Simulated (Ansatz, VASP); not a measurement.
**Ti5W3 (random alloy of the bcc W-Ti line, x = 0.625): VASP beside Ansatz**

One calculation is typed for both programs; each brings its own data sets. How far apart do they land? The structure shown is the start of the Ansatz relaxation below; VASP solves that cell, so the two are compared at the walk's first step.

Main program and level: Ansatz 0.2.0; plane waves, with VASP 6.6.1 beside it; single point at PBE.

## (1) The structure

The cell holds 64 atoms: 24 W and 40 Ti. Its edges and angles: a = 12.902 Å, b = 12.902 Å, c = 6.451 Å, α = 90.0°, β = 90.0°, γ = 90.0°. It derives from W (bcc W-Ti), repeated 4×4×2. Bcc W-Ti: 64 atoms, 40 of 64 W sites given to Ti at random, cell and internal coordinates interpolated linearly between the end members (Vegard's rule); (so at first; earlier steps may have moved the atoms), displaced by a Gaussian of 0.02 A. Lattice constants are starting values near those of PBE.

## (2) Ansatz: relaxation, PBE

Ansatz runs on its default PAW (the set named soft_2) files.

The two programs are compared at the cell with which this relaxation starts, whose forces are those of its first step.

input.yaml reads:

```yaml
crystal:
  lattice:
    - [12.9025, 0.0, 0.0]
    - [0.0, 12.9025, 0.0]
    - [0.0, 0.0, 6.45125]
  atoms:
    - { symbol: W, position: [0.00252, 0.99905, 0.99836] }
    - { symbol: W, position: [0.12334, 0.12634, 0.24286] }
    - { symbol: Ti, position: [0.0027, 0.99882, 0.50099] }
    - { symbol: Ti, position: [0.12461, 0.12727, 0.74361] }
    - { symbol: Ti, position: [0.9995, 0.2494, 0.00351] }
    - { symbol: W, position: [0.1233, 0.37473, 0.24728] }
    - { symbol: Ti, position: [7.0e-05, 0.2509, 0.49659] }
    - { symbol: Ti, position: [0.12677, 0.3764, 0.75156] }
    - { symbol: Ti, position: [0.0014, 0.49894, 0.99962] }
    - { symbol: Ti, position: [0.12355, 0.62458, 0.25164] }
    - { symbol: W, position: [0.99893, 0.49938, 0.49787] }
    - { symbol: Ti, position: [0.12369, 0.62396, 0.74996] }
    - { symbol: Ti, position: [0.99827, 0.75036, 0.00515] }
    - { symbol: Ti, position: [0.12615, 0.8747, 0.24725] }
    - { symbol: Ti, position: [0.99884, 0.75262, 0.50016] }
    - { symbol: Ti, position: [0.12401, 0.8753, 0.75651] }
    - { symbol: W, position: [0.25019, 0.00096, 0.00093] }
    - { symbol: W, position: [0.37445, 0.12323, 0.24892] }
    - { symbol: Ti, position: [0.24968, 0.00091, 0.5026] }
    - { symbol: Ti, position: [0.37644, 0.12544, 0.75274] }
    - { symbol: Ti, position: [0.24883, 0.25194, 0.00159] }
    - { symbol: Ti, position: [0.37454, 0.37576, 0.24977] }
    - { symbol: Ti, position: [0.25175, 0.25236, 0.50678] }
    - { symbol: Ti, position: [0.37284, 0.37276, 0.74844] }
    - { symbol: Ti, position: [0.25025, 0.50136, 0.00098] }
    - { symbol: W, position: [0.37187, 0.62453, 0.25257] }
    - { symbol: Ti, position: [0.25036, 0.50118, 0.49931] }
    - { symbol: W, position: [0.37469, 0.62529, 0.75127] }
    - { symbol: W, position: [0.25031, 0.75018, 0.99792] }
    - { symbol: W, position: [0.37559, 0.87519, 0.2535] }
    - { symbol: Ti, position: [0.25186, 0.75029, 0.49884] }
    - { symbol: Ti, position: [0.37401, 0.87566, 0.75024] }
    - { symbol: W, position: [0.49947, 7.0e-05, 0.99808] }
    - { symbol: Ti, position: [0.62608, 0.12431, 0.2538] }
    - { symbol: Ti, position: [0.50063, 0.00092, 0.49661] }
    - { symbol: Ti, position: [0.62526, 0.12615, 0.74704] }
    - { symbol: Ti, position: [0.49959, 0.25005, 0.99574] }
    - { symbol: Ti, position: [0.62549, 0.37631, 0.24734] }
    - { symbol: Ti, position: [0.50054, 0.24797, 0.49988] }
    - { symbol: Ti, position: [0.6225, 0.37674, 0.75127] }
    - { symbol: W, position: [0.49996, 0.4988, 0.00395] }
    - { symbol: W, position: [0.62805, 0.62212, 0.25383] }
    - { symbol: Ti, position: [0.50252, 0.50052, 0.49628] }
    - { symbol: Ti, position: [0.62634, 0.62472, 0.74813] }
    - { symbol: Ti, position: [0.49809, 0.75085, 0.00246] }
    - { symbol: Ti, position: [0.62403, 0.87581, 0.24645] }
    - { symbol: Ti, position: [0.50124, 0.75007, 0.49942] }
    - { symbol: W, position: [0.62484, 0.87635, 0.75233] }
    - { symbol: W, position: [0.75082, 0.00021, 0.00024] }
    - { symbol: W, position: [0.87596, 0.12536, 0.25212] }
    - { symbol: W, position: [0.74952, 0.99623, 0.50322] }
    - { symbol: Ti, position: [0.87839, 0.12568, 0.74969] }
    - { symbol: Ti, position: [0.74979, 0.24982, 5.0e-05] }
    - { symbol: Ti, position: [0.87326, 0.3742, 0.24691] }
    - { symbol: W, position: [0.75039, 0.24954, 0.50154] }
    - { symbol: Ti, position: [0.87473, 0.37653, 0.75066] }
    - { symbol: W, position: [0.7534, 0.49706, 0.99799] }
    - { symbol: W, position: [0.8764, 0.62892, 0.24923] }
    - { symbol: W, position: [0.75007, 0.49965, 0.50413] }
    - { symbol: W, position: [0.87455, 0.62605, 0.74901] }
    - { symbol: Ti, position: [0.74803, 0.75049, 0.00156] }
    - { symbol: W, position: [0.877, 0.87483, 0.24809] }
    - { symbol: Ti, position: [0.75087, 0.75037, 0.50087] }
    - { symbol: W, position: [0.87489, 0.8768, 0.75115] }
kpoints:
  mp_grid: { grid: [2, 2, 3] }
hamiltonian:
  xc: pbe
scf:
  occupations: { method: fermi_dirac, width: 0.1 }
output:
  forces: true
relax:
  f_tol: 0.04
  max_steps: 150
  cell: {}
```

Command:

```sh
ansatz run input.yaml --threads 4 --pin off --max-ram 15872MiB --backend cpu --events-out ev --progress --plain --runs-dir out
```

Numbers of over 12 decimals in the logs are rounded to 6 here.

What it wrote:

```text
Engine: ansatz 0.2.0, aarch64-unknown-linux-gnu
Pseudopotentials: kind: paw
Pseudopotential: W, paw, valence charge 14, recommended cutoff 420 eV (normal), W.paw.azcp
Pseudopotential: Ti, paw, valence charge 12, recommended cutoff 420 eV (normal), Ti.paw.azcp
Functional definition: PBE
  parameter kappa = 0.804
  parameter beta = 0.066725
  exchange = pbe_x(kappa = kappa, mu = beta*pi^2/3)
  correlation = pbe_c(beta = beta)
Crystal: 64 atoms, lattice volume = 1073.969 Å³
Basis set: ecut = 420 eV, 20965 PW (Γ), exchange–correlation on 180×180×90 points (8 copies of the dense FFT grid, shifted against one another)
Bands: 490, of which v1, the nominal top of the filled ones, is band 408 counted from 1 (407 counted from 0)
Symmetry: 1 space group operations
Space group: P1 (ITA 1), of the structure as read, at distance tolerance 1.0e-4 Å
k-points: 8 of 12 (time reversal used)
Non-local potential: W, projectors of the file, l = 0: 3, l = 1: 2, l = 2: 2, l = 3: 1
Non-local potential: Ti, projectors of the file, l = 0: 3, l = 1: 2, l = 2: 3, l = 3: 1
PAW form: soft (Blöchl's): semilocal exchange-correlation on the pseudo side does not see the compensation charge
PAW one-centre angular grid: W, 590 points (default); XC on 64 Gauss nodes
PAW one-centre angular grid: Ti, 590 points (default); XC on 64 Gauss nodes
Initial density: superposition of atomic densities (neutral atoms: chi_scale 0, normalization atom), corrected by the library's trained network
Initial wavefunctions: pseudopotential atomic-orbital guess
Functional: x = pbe(κ = 0.804, μ = 0.219515), c = pbe(β = 0.066725)
SCF iter   1: F=—  HF=-349220.906642 eV  |F-HF|=—  |Δ(HF+E_count)|=         —  Δρ=8.82e-3  dr2=3.50e0  ethr=1.77e-3  ⟨swp⟩=9.9  Hψ=20391  notcnv=0
preconditioner: auto → Kerker (q_TF=auto, 2.606 Å⁻¹)  [metal: Δε(μ)=0.003 eV  Ē_g=3.247 eV  σ=0.100 eV  W_gap=0.01  n_scr=300 (ndim 8)  ℏωp=19.8 eV  f_vac=0.000  D(μ)=106.99/eV (n_scr^D=1392)]
SCF iter   2: F=—  HF=-349220.767426 eV  |F-HF|=—  |Δ(HF+E_count)|=   1.39e-1  Δρ=3.91e-3  dr2=6.67e-1  ethr=4.29e-4  ⟨swp⟩=1.1  Hψ=4514  notcnv=0
SCF iter   3: F=—  HF=-349220.728269 eV  |F-HF|=—  |Δ(HF+E_count)|=   3.92e-2  Δρ=6.64e-4  dr2=6.05e-3  ethr=8.18e-5  ⟨swp⟩=1.4  Hψ=3932  notcnv=0
SCF iter   4: F=—  HF=-349220.728388 eV  |F-HF|=—  |Δ(HF+E_count)|=   1.19e-4  Δρ=1.62e-4  dr2=4.59e-4  ethr=7.42e-7  ⟨swp⟩=2.0  Hψ=5266  notcnv=0
SCF iter   5: F=—  HF=-349220.728344 eV  |F-HF|=—  |Δ(HF+E_count)|=   4.31e-5  Δρ=4.13e-5  dr2=2.21e-5  ethr=5.62e-8  ⟨swp⟩=2.9  Hψ=6429  notcnv=0
SCF iter   6: F=—  HF=-349220.728376 eV  |F-HF|=—  |Δ(HF+E_count)|=   3.11e-5  Δρ=1.39e-5  dr2=2.33e-6  ethr=2.71e-9  ⟨swp⟩=2.0  Hψ=5059  notcnv=0
SCF iter   7: F=—  HF=-349220.728375 eV  |F-HF|=—  |Δ(HF+E_count)|=   3.37e-7  Δρ=3.88e-6  dr2=2.91e-7  ethr=2.86e-10  ⟨swp⟩=2.1  Hψ=5667  notcnv=0
SCF iter   8: F=-349220.728375 eV  HF=-349220.728375 eV  |F-HF|=2.10e-8  |Δ(HF+E_count)|=   2.11e-8  Δρ=1.09e-6  dr2=2.34e-8  ethr=1.23e-11  ⟨swp⟩=3.5  Hψ=10464  notcnv=0
SCF 1 converged in 8 iterations: F = -349220.728375 eV  dr2 = 2.34e-8
  greatest PAW one-centre occupation: 1.000 electrons in one spin orbital (limit 2), on the W atom at site 10 (counted from 0), in its partial waves of l = 0
relax step   1: F+E_penalty+E_count = -349220.72837515 eV  Δ(F+E_penalty+E_count) = +0.000e0 eV  max|allowed force component| = 1.297e0 eV/Å  Δτ_max = 0.0000 Å  P = -3.922 GPa  Ω = 1073.969 Å³  (8 SCF iters, dr2 threshold 1.00e-7 eV, accepted)
Crystal: 64 atoms, lattice volume = 1007.805 Å³
Basis set: ecut = 420 eV, 19717 PW (Γ), exchange–correlation on 180×180×90 points (8 copies of the dense FFT grid, shifted against one another)
Initial density: handed on by an earlier stage of this run
Initial wavefunctions: those handed on with the density
SCF iter   1: F=—  HF=-349222.554994 eV  |F-HF|=—  |Δ(HF+E_count)|=         —  Δρ=2.82e-2  dr2=3.76e1  ethr=3.10e-3  ⟨swp⟩=10.5  Hψ=18638  notcnv=0
preconditioner: auto → Kerker (q_TF=auto, 2.634 Å⁻¹)  [metal: Δε(μ)=0.002 eV  Ē_g=3.556 eV  σ=0.100 eV  W_gap=0.00  n_scr=300 (ndim 8)  ℏωp=20.4 eV  f_vac=0.000  D(μ)=91.53/eV (n_scr^D=1132)]
SCF iter   2: F=—  HF=-349220.556659 eV  |F-HF|=—  |Δ(HF+E_count)|=    2.00e0  Δρ=1.27e-2  dr2=8.07e0  ethr=3.10e-3  ⟨swp⟩=2.5  Hψ=4913  notcnv=0
SCF iter   3: F=—  HF=-349219.913879 eV  |F-HF|=—  |Δ(HF+E_count)|=   6.43e-1  Δρ=2.42e-3  dr2=1.11e-1  ethr=9.89e-4  ⟨swp⟩=2.6  Hψ=4482  notcnv=0
SCF iter   4: F=—  HF=-349219.897888 eV  |F-HF|=—  |Δ(HF+E_count)|=   1.60e-2  Δρ=5.07e-4  dr2=4.71e-3  ethr=1.36e-5  ⟨swp⟩=2.0  Hψ=5255  notcnv=0
SCF iter   5: F=—  HF=-349219.897429 eV  |F-HF|=—  |Δ(HF+E_count)|=   4.59e-4  Δρ=1.35e-4  dr2=2.50e-4  ethr=5.77e-7  ⟨swp⟩=2.0  Hψ=5241  notcnv=0
SCF iter   6: F=—  HF=-349219.897407 eV  |F-HF|=—  |Δ(HF+E_count)|=   2.22e-5  Δρ=3.67e-5  dr2=1.65e-5  ethr=3.07e-8  ⟨swp⟩=2.0  Hψ=5247  notcnv=0
[...]
atom  12  Ti     0.00473877    -0.01037825     0.00326220
  atom  13  Ti    -0.00179872    -0.00435292     0.00355378
  atom  14  Ti     0.00250552    -0.00225142     0.00488046
  atom  15  Ti    -0.00279921     0.00330528    -0.00116495
  atom  16  Ti     0.00304928     0.00107397    -0.00561378
  atom  17  W      0.01400174     0.01206851    -0.00002179
  atom  18  W     -0.01117164    -0.02090517    -0.00056219
  atom  19  Ti    -0.00235367    -0.01620661    -0.00579444
  atom  20  Ti    -0.00219099     0.00013947     0.01441501
  atom  21  Ti     0.00432653    -0.00737049    -0.00303834
  atom  22  Ti     0.01473869    -0.01426789    -0.01917820
  atom  23  Ti     0.01336368     0.00086937     0.00158999
  atom  24  Ti    -0.01315049     0.00801334    -0.00848423
  atom  25  Ti    -0.00632106     0.01424860     0.01918112
  atom  26  W     -0.00267499     0.00145436     0.00720436
  atom  27  Ti    -0.01009628    -0.01085069    -0.01040291
  atom  28  W      0.00723057     0.01284732    -0.00244419
  atom  29  W     -0.00431947    -0.01363109    -0.00617207
  atom  30  W     -0.00101802    -0.00120443     0.00503332
  atom  31  Ti     0.00493987     0.00980119    -0.01265935
  atom  32  Ti     0.00364676     0.00509227    -0.00109988
  atom  33  W     -0.00350890    -0.00571449    -0.00963518
  atom  34  Ti     0.00328943     0.00904690     0.00575612
  atom  35  Ti    -0.00351146    -0.00585777     0.01312174
[...]
atom  57  W      0.00221210    -0.00775933    -0.00359071
  atom  58  W     -0.00712004    -0.00149044    -0.00138135
  atom  59  W      0.00026358     0.00316396     0.00362828
  atom  60  W      0.00630886    -0.00321751     0.00147776
  atom  61  Ti     0.00206615     0.00766149    -0.00045944
  atom  62  W     -0.00060524    -0.00743503     0.00107950
  atom  63  Ti     0.00577666     0.00095207    -0.00333263
  atom  64  W     -0.01690736    -0.00254989    -0.00032209
  max |Σ_I F_I| component: 6.36e-7 eV/Å
--- Stress (GPa, compression-positive) ---
        0.003755       0.000134      -0.006055
        0.000134       0.007940      -0.004333
       -0.006055      -0.004333       0.019784
  P = ⅓ Tr σ = 0.0105 GPa (0.105 kbar)
--- Relaxed structure (6 steps of the walk, 5 accepted, 1 SCFs on fresh bases) ---
  F+E_penalty+E_count = -349223.09958359 eV   max|allowed force component| = 2.091e-2 eV/Å   (the final SCF, on the basis selected at the relaxed cell)
  cell:  # Å, volume = 1061.0612 Å³
    - [12.796031, 0.00569119, 0.00724311]
    - [0.00569119, 12.856324, 0.045002]
    - [0.00362156, 0.022501, 6.449913]
  atoms:
    - { symbol: W, position: [-0.00254252, 0.998388, 1.001012] }
    - { symbol: W, position: [0.123826, 0.118789, 0.240053] }
    - { symbol: Ti, position: [-0.00111708, 0.999469, 0.491188] }
    - { symbol: Ti, position: [0.125491, 0.122243, 0.757497] }
    - { symbol: Ti, position: [1.001274, 0.249137, 0.018721] }
    - { symbol: W, position: [0.121786, 0.380470, 0.260523] }
    - { symbol: Ti, position: [0.00420645, 0.245873, 0.478283] }
    - { symbol: Ti, position: [0.117094, 0.374938, 0.737947] }
    - { symbol: Ti, position: [7.310134979226758e-5, 0.501589, 1.002992] }
    - { symbol: Ti, position: [0.126077, 0.630079, 0.252912] }
    - { symbol: W, position: [0.999404, 0.503704, 0.495162] }
    - { symbol: Ti, position: [0.125430, 0.628072, 0.742093] }
    - { symbol: Ti, position: [0.989310, 0.749018, -0.00456336] }
    - { symbol: Ti, position: [0.127009, 0.872334, 0.231666] }
    - { symbol: Ti, position: [0.988602, 0.752814, 0.501168] }
    - { symbol: Ti, position: [0.128092, 0.874686, 0.763281] }
    - { symbol: W, position: [0.248921, 0.00110723, 0.0084569] }
    - { symbol: W, position: [0.375028, 0.121261, 0.244908] }
    - { symbol: Ti, position: [0.253714, 0.00071369, 0.485382] }
    - { symbol: Ti, position: [0.369824, 0.118347, 0.761851] }
    - { symbol: Ti, position: [0.246312, 0.251164, 0.016861] }
    - { symbol: Ti, position: [0.382993, 0.381411, 0.228692] }
    - { symbol: Ti, position: [0.247950, 0.249455, 0.483893] }
    - { symbol: Ti, position: [0.385346, 0.377005, 0.768429] }
    - { symbol: Ti, position: [0.246669, 0.499208, 0.00168459] }
    - { symbol: W, position: [0.374961, 0.625928, 0.245128] }
    - { symbol: Ti, position: [0.256438, 0.502129, 0.497435] }
    - { symbol: W, position: [0.375769, 0.626237, 0.756033] }
    - { symbol: W, position: [0.256871, 0.746775, 1.001002] }
    - { symbol: W, position: [0.375670, 0.874880, 0.238188] }
    - { symbol: Ti, position: [0.261906, 0.749454, 0.495180] }
    - { symbol: Ti, position: [0.372966, 0.877424, 0.759545] }
    - { symbol: W, position: [0.500188, -0.00244635, 1.002608] }
    - { symbol: Ti, position: [0.628106, 0.119366, 0.255966] }
    - { symbol: Ti, position: [0.495208, -0.00210348, 0.498612] }
[...]
- { symbol: W, position: [0.500323, 0.508894, 0.00325204] }
    - { symbol: W, position: [0.628278, 0.621602, 0.248088] }
[...]
- { symbol: Ti, position: [0.627635, 0.882694, 0.248358] }
    - { symbol: Ti, position: [0.500190, 0.748509, 0.497324] }
    - { symbol: W, position: [0.625141, 0.880016, 0.754128] }
    - { symbol: W, position: [0.751631, -0.00108999, -2.186516824419086e-5] }
    - { symbol: W, position: [0.871021, 0.124265, 0.253058] }
    - { symbol: W, position: [0.752094, 0.995492, 0.503525] }
    - { symbol: Ti, position: [0.871223, 0.124107, 0.749136] }
    - { symbol: Ti, position: [0.755166, 0.248422, 0.00902677] }
    - { symbol: Ti, position: [0.868260, 0.379289, 0.265913] }
    - { symbol: W, position: [0.750954, 0.247745, 0.497853] }
    - { symbol: Ti, position: [0.871778, 0.376889, 0.737985] }
    - { symbol: W, position: [0.752925, 0.503188, 1.002976] }
    - { symbol: W, position: [0.875705, 0.621803, 0.253522] }
    - { symbol: W, position: [0.748350, 0.505461, 0.500575] }
    - { symbol: W, position: [0.873065, 0.620548, 0.749531] }
    - { symbol: Ti, position: [0.752386, 0.751659, -0.000543825] }
    - { symbol: W, position: [0.873502, 0.878648, 0.246454] }
    - { symbol: Ti, position: [0.752942, 0.751292, 0.502248] }
    - { symbol: W, position: [0.874985, 0.879805, 0.750779] }
```

(Continued in part 2 of 2.)

[Lines on the potential files, build, host, timing and source positions are cut from VASP's logs without a mark.]

[Logs are printed without paths, hosts, clocks, repeated set-up lines and the standing remarks that a program may print on its own settings, such as how far it seeks lower states.]

[Hosts, paths, dates, database ids (printed as entryN), source tags and the programs' standing remarks are cut or masked in the printed files.]
